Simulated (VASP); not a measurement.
Output of a VASP run:

### OSZICAR
```
       N       E                     dE             d eps       ncg     rms          rms(c)
DAV:   1     0.473170112056E+02    0.47317E+02   -0.86706E+03  4526   0.136E+03
DAV:   2    -0.639606148212E+01   -0.53713E+02   -0.52438E+02  4565   0.549E+02
DAV:   3    -0.888515991611E+01   -0.24891E+01   -0.23371E+01  4931   0.615E+01
DAV:   4    -0.900044888313E+01   -0.11529E+00   -0.11151E+00  4939   0.102E+01
DAV:   5    -0.900711068033E+01   -0.66618E-02   -0.65286E-02  4693   0.200E+00    0.242E+01
DAV:   6    -0.900098079220E+01    0.61299E-02   -0.37731E-02  4603   0.354E+00    0.144E+01
DAV:   7    -0.901226972961E+01   -0.11289E-01   -0.63709E-02  4445   0.471E+00    0.396E-01
DAV:   8    -0.901203506030E+01    0.23467E-03   -0.45054E-03  4442   0.102E+00    0.815E-02
DAV:   9    -0.901204679715E+01   -0.11737E-04   -0.21978E-04  4698   0.204E-01    0.329E-02
DAV:  10    -0.901204159318E+01    0.52040E-05   -0.31381E-05  4652   0.700E-02    0.484E-02
DAV:  11    -0.901204234174E+01   -0.74856E-06   -0.35077E-06  4572   0.218E-02    0.237E-03
DAV:  12    -0.901204267486E+01   -0.33312E-06   -0.27836E-07  3276   0.734E-03    0.321E-03
DAV:  13    -0.901204260659E+01    0.68266E-07   -0.38960E-08  2475   0.665E-03
   1 F= -.90120426E+01 E0= -.90120426E+01  d E =0.000000E+00
```

OUTCAR:
```
------------------------ aborting loop because EDIFF is reached ----------------------------------------
  FORCE on cell =-STRESS in cart. coord.  units (eV):
  Direction    XX          YY          ZZ          XY          YZ          ZX
  --------------------------------------------------------------------------------------
  Total        0.0377921      0.0377921      0.1407593      0.0000000      0.0000000      0.0000000
  in kB        0.9910170      0.9910168      3.6911090      0.0000000      0.0000000      0.0000000
  external PRESSURE =       1.8910476 kB  Pullay stress =       0.0000000 kB
  volume of cell :       61.10
      direct lattice vectors                 reciprocal lattice vectors
     1.787831724 -3.096614939  0.000000000     0.279668379 -0.161466637  0.000000000
     1.787831724  3.096614939  0.000000000     0.279668379  0.161466637  0.000000000
     0.000000000  0.000000000  5.518067417     0.000000000  0.000000000  0.181222867
 POSITION                                       TOTAL-FORCE (eV/Angst)
 -----------------------------------------------------------------------------------
      1.78783      1.03221      1.37952         0.000000      0.000000      0.000000
      1.78783     -1.03221      4.13855        -0.000000     -0.000000      0.000000
 -----------------------------------------------------------------------------------
    total drift:                                0.000000      0.000087     -0.000012
  FREE ENERGIE OF THE ION-ELECTRON SYSTEM (eV)
  ---------------------------------------------------
  free  energy   TOTEN  =        -9.0120426066 eV

  energy  without entropy=       -9.0120426066  energy(sigma->0) =       -9.01204261

 total charge

# of ion       s       p       d       tot
------------------------------------------
    1        0.514   6.535   1.094   8.144
    2        0.514   6.535   1.094   8.144
--------------------------------------------------
tot          1.028  13.070   2.189  16.287
```
(Selected blocks of OUTCAR.)

### POSCAR
```
Er
1
    1.7878317243    -3.0966149386     0.0000000000
    1.7878317243     3.0966149386    -0.0000000000
    0.0000000000     0.0000000000     5.5180674167
Er
2
Direct
  0.3333330000   0.6666670000   0.2500000000
  0.6666670000   0.3333330000   0.7500000000
```

Question: Reconstruct the remaining input files.

Answer: One answer among several that fit: the input of the run itself, PW91 GGA, plane waves, VASP's PBE PAW potentials (set 64).

### KPOINTS
```
Automatic
0
gamma
13 13 8
```

**INCAR**
```
ALGO = Normal
EDIFF = 1E-7
ENCUT = 520
GGA = 91
ISIF = 2
ISMEAR = -5
LASPH = .True.
LCHARG = .True.
LMAXMIX = 6
LORBIT = 11
LREAL = .False.
LWAVE = .False.
NEDOS = 601
NELM = 100
PREC = Accurate
SYSTEM = Er
```

POTCAR, in this order: Er_3 (PBE.64 set). Program: vasp_std.

The 4f electrons are frozen in the core of the lanthanide potential, so 4f levels, which can set the real gap, and their magnetism are missing. For a metal the tetrahedron method with Blöchl corrections gives inexact stress and forces.

The compound is Er in the hcp structure. It was relaxed first.
